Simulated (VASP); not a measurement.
Output of a VASP run:

File OUTCAR:
```
 ion  position               nearest neighbor table
   1  0.000  0.000  0.000-   2 3.07   2 3.07   2 3.07   2 3.07   2 3.07   2 3.07
   2  0.500  0.500  0.500-   1 3.07   1 3.07   1 3.07   1 3.07   1 3.07   1 3.07
  LATTYP: Found a face centered cubic cell.
 ALAT       =     6.1355375106
 Subroutine PRICEL returns:
 Original cell was already a primitive cell.
 Subroutine GETGRP returns: Found 48 space group operations
The static configuration has the point symmetry O_h .
The dynamic configuration has the point symmetry O_h .
 Subroutine INISYM returns: Found 48 space group operations
 Subroutine IBZKPT returns following result:
 Found     20 irreducible k-points:

 Following reciprocal coordinates:
            Coordinates               Weight
  0.000000  0.000000  0.000000      1.000000
  0.142857  0.000000  0.000000      8.000000
  0.285714  0.000000  0.000000      8.000000
  0.428571  0.000000  0.000000      8.000000
  0.142857  0.142857  0.000000      6.000000
  0.285714  0.142857  0.000000     24.000000
  0.428571  0.142857  0.000000     24.000000
 -0.428571  0.142857  0.000000     24.000000
 -0.285714  0.142857  0.000000     24.000000
 -0.142857  0.142857  0.000000     12.000000
  0.285714  0.285714  0.000000      6.000000
  0.428571  0.285714  0.000000     24.000000
 -0.428571  0.285714  0.000000     24.000000
 -0.285714  0.285714  0.000000     12.000000
  0.428571  0.428571  0.000000      6.000000
 -0.428571  0.428571  0.000000     12.000000
  0.428571  0.285714  0.142857     24.000000
 -0.428571  0.285714  0.142857     48.000000
 -0.428571  0.428571  0.142857     24.000000
 -0.285714  0.428571  0.142857     24.000000
   k-points           NKPTS =     20   k-points in BZ     NKDIM =     20   number of bands    NBANDS=     12
   number of dos      NEDOS =    301   number of ions     NIONS =      2
   total plane-waves  NPLWV =  32768
   dimension x,y,z NGX =    32 NGY =   32 NGZ =   32
   dimension x,y,z NGXF=    64 NGYF=   64 NGZF=   64
   ions per type =               1   1
   PREC   = accura    normal or accurate (medium, high low for compatibility)
   ISTART =      0    job   : 0-new  1-cont  2-samecut
   ICHARG =      2    charge: 1-file 2-atom 10-const
   ISPIN  =      1    spin polarized calculation?
   LNONCOLLINEAR =      F non collinear calculations
   LSORBIT =      F    spin-orbit coupling
   INIWAV =      1    electr: 0-lowe 1-rand  2-diag
   ENCUT  =  520.0 eV  38.22 Ry    6.18 a.u.   8.07  8.07  8.07*2*pi/ulx,y,z
   NELM   =    100;   NELMIN=  2; NELMDL= -5     # of ELM steps
   EDIFF  = 0.1E-06   stopping-criterion for ELM
   LREAL  =      F    real-space projection
   NLSPLINE    = F    spline interpolate recip. space projectors
   LMAXMIX     =    2 max onsite mixed and CHGCAR
   VOSKOWN=      0    Vosko Wilk Nusair interpolation
   EDIFFG = 0.1E-05   stopping-criterion for IOM
   NSW    =      0    number of steps for IOM
   NBLOCK =      1;   KBLOCK =      1    inner block; outer block
   IBRION =     -1    ionic relax: 0-MD 1-quasi-New 2-CG
   NFREE  =      0    steps in history (QN), initial steepest desc. (CG)
   ISIF   =      2    stress and relaxation
   ISYM   =      2    0-nonsym 1-usesym 2-fastsym
   TEIN   =    0.0    initial temperature
   TEBEG  =    0.0;   TEEND  =   0.0 temperature during run
   SMASS  =  -3.00    Nose mass-parameter (am)
   PSTRESS=    0.0 pullay stress
   NELECT =      16.0000    total number of electrons
   EFERMI =   0.00;   METHOD = LEGACY
   ISMEAR =     0;   SIGMA  =   0.05  broadening in eV -4-tet -1-fermi 0-gaus
   IALGO  =     38    algorithm
   LDIAG  =      T    sub-space diagonalisation (order eigenvalues)
   IMIX   =      4    mixing-type and parameters
     AMIX     =   0.40;   BMIX     =  1.00
     AMIX_MAG =   1.60;   BMIX_MAG =  1.00
     AMIN     =   0.10
   METAGGA = SCAN    functional components
   VOSKOWN =     0    Vosko Wilk Nusair interpolation
   LHFCALC =     F    Hartree Fock is set to
   LHFONE  =     F    Hartree Fock one center treatment
...
```

**OSZICAR**
```
       N       E                     dE             d eps       ncg     rms          rms(c)
DAV:   1     0.908544799018E+02    0.90854E+02   -0.74924E+03   480   0.123E+03
DAV:   2    -0.174289626638E+02   -0.10828E+03   -0.98595E+02   608   0.290E+02
DAV:   3    -0.244996626401E+02   -0.70707E+01   -0.70182E+01   616   0.676E+01
DAV:   4    -0.248095197208E+02   -0.30986E+00   -0.30932E+00   856   0.136E+01
DAV:   5    -0.248111475790E+02   -0.16279E-02   -0.16278E-02   624   0.108E+00    0.316E+00
DAV:   6    -0.202196225159E+02    0.45915E+01   -0.15879E+00   608   0.135E+01    0.304E+00
DAV:   7    -0.204576371831E+02   -0.23801E+00   -0.42921E-01   648   0.874E+00    0.102E+00
DAV:   8    -0.208332748067E+02   -0.37564E+00   -0.32626E-01   488   0.640E+00    0.103E+00
DAV:   9    -0.206381416882E+02    0.19513E+00   -0.25002E-01   496   0.617E+00    0.627E-01
DAV:  10    -0.206493819225E+02   -0.11240E-01   -0.59927E-02   504   0.282E+00    0.486E-01
DAV:  11    -0.206105502527E+02    0.38832E-01   -0.35479E-02   488   0.259E+00    0.285E-01
DAV:  12    -0.206324442466E+02   -0.21894E-01   -0.15937E-02   488   0.191E+00    0.145E-01
DAV:  13    -0.206597243380E+02   -0.27280E-01   -0.92708E-03   488   0.142E+00    0.579E-02
DAV:  14    -0.206655145042E+02   -0.57902E-02   -0.34094E-03   536   0.876E-01    0.232E-02
DAV:  15    -0.206656642581E+02   -0.14975E-03   -0.24737E-04   588   0.254E-01    0.174E-02
DAV:  16    -0.206656451328E+02    0.19125E-04   -0.16346E-05   600   0.714E-02    0.117E-02
DAV:  17    -0.206656891329E+02   -0.44000E-04   -0.29811E-05   540   0.938E-02    0.449E-03
DAV:  18    -0.206656612100E+02    0.27923E-04   -0.57914E-05   512   0.130E-01    0.300E-03
DAV:  19    -0.206656587630E+02    0.24470E-05   -0.16705E-06   592   0.203E-02    0.192E-03
DAV:  20    -0.206656573366E+02    0.14264E-05   -0.99745E-07   548   0.170E-02    0.137E-03
DAV:  21    -0.206656566209E+02    0.71569E-06   -0.12979E-07   432   0.573E-03    0.282E-04
DAV:  22    -0.206656565173E+02    0.10363E-06   -0.30509E-08   436   0.282E-03    0.129E-04
DAV:  23    -0.206656564407E+02    0.76603E-07   -0.61229E-09   364   0.135E-03
   1 F= -.20665656E+02 E0= -.20665656E+02  d E =-.103579E-20
```

### OUTCAR
```
------------------------ aborting loop because EDIFF is reached ----------------------------------------
  FORCE on cell =-STRESS in cart. coord.  units (eV):
  Direction    XX          YY          ZZ          XY          YZ          ZX
  --------------------------------------------------------------------------------------
  Total        0.5138875      0.5138875      0.5138875     -0.0000000      0.0000000      0.0000000
  in kB       14.2587267     14.2587267     14.2587267     -0.0000000      0.0000000      0.0000000
  external PRESSURE =      14.2587267 kB  Pullay stress =       0.0000000 kB
  volume of cell :       57.74
      direct lattice vectors                 reciprocal lattice vectors
     0.000000000  3.067768755  3.067768755    -0.162984905  0.162984905  0.162984905
     3.067768755  0.000000000  3.067768755     0.162984905 -0.162984905  0.162984905
     3.067768755  3.067768755  0.000000000     0.162984905  0.162984905 -0.162984905
  FREE ENERGIE OF THE ION-ELECTRON SYSTEM (eV)
  ---------------------------------------------------
  free  energy   TOTEN  =       -20.6656564407 eV

  energy  without entropy=      -20.6656564407  energy(sigma->0) =      -20.66565644
```
(Selected blocks of OUTCAR.)

POSCAR:
```
KCl
1
    0.0000000000     3.0677687553     3.0677687553
    3.0677687553     0.0000000000     3.0677687553
    3.0677687553     3.0677687553     0.0000000000
K Cl
1 1
Direct
  0.0000000000   0.0000000000   0.0000000000
  0.5000000000   0.5000000000   0.5000000000
```

**Question.** Reconstruct the remaining input files.

**Answer.** Several could match; the one computed here: the input of the run itself, SCAN meta-GGA, plane waves, VASP's PBE PAW potentials (set 64).

### INCAR
```
SYSTEM = KCl
PREC = Accurate; ENCUT = 520; LREAL = F
LASPH = T
EDIFF = 1E-7; NELM = 100; ALGO = Normal
LMIXTAU = T
ISMEAR = 0; SIGMA = 0.05
METAGGA = SCAN
ISIF = 2
LWAVE = F; LCHARG = F
```

**KPOINTS**
```
Automatic mesh
0
Gamma
7 7 7
0 0 0
```

POTCAR, in this order: K_sv Cl (PBE.64 set). Program: vasp_std.

The compound is KCl in the rock salt structure. This cell is one point of a volume scan, at 0.94 of the reference volume.
